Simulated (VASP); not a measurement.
InAs, 2 atoms in the cell. Symmetry: F-43m, No. 216, cubic system. Conventional cell: a = 6.177 Å, b = 6.177 Å, c = 6.177 Å, α = 90.00°, β = 90.00°, γ = 90.00°. In (site symmetry -43m) is surrounded by 4 As at 2.67 Å. Around As (site symmetry -43m) lie 4 In at 2.67 Å. 

- Program: VASP 6.6.1
- Task: relaxation of cell and atoms
- Functional: PBE
- Potentials or basis: VASP PAW PBE potentials, release 64 (In_d, As)
- Cutoff: 350 eV
- k mesh: 10 × 10 × 10
- Occupations: gaussian, width 0.02 eV
- Spin: no spin polarisation
- Further INCAR settings: ALGO = Normal; EDIFF = 1e-07; IBRION = 2; EDIFFG = -0.002; NSW = 80; ISIF = 3

Potentials or basis: VASP PAW PBE potentials, release 64 (In_d, As).

Launch:

```sh
$ cat potpaw_PBE.64/In_d/POTCAR potpaw_PBE.64/As/POTCAR > POTCAR
$ mpirun -np 1 vasp_std > vasp.out
```

Hardware: 1 thread of Intel(R) Xeon(R) 6975P-C (Granite Rapids) (shared host).

Estimate the wall time of this run.

Run time: 22 s on 1 thread of Intel(R) Xeon(R) 6975P-C (Granite Rapids), with other jobs on the host, peak memory 0.16 GiB. Counts: scf iterations 31, k points 47, ion steps 3.
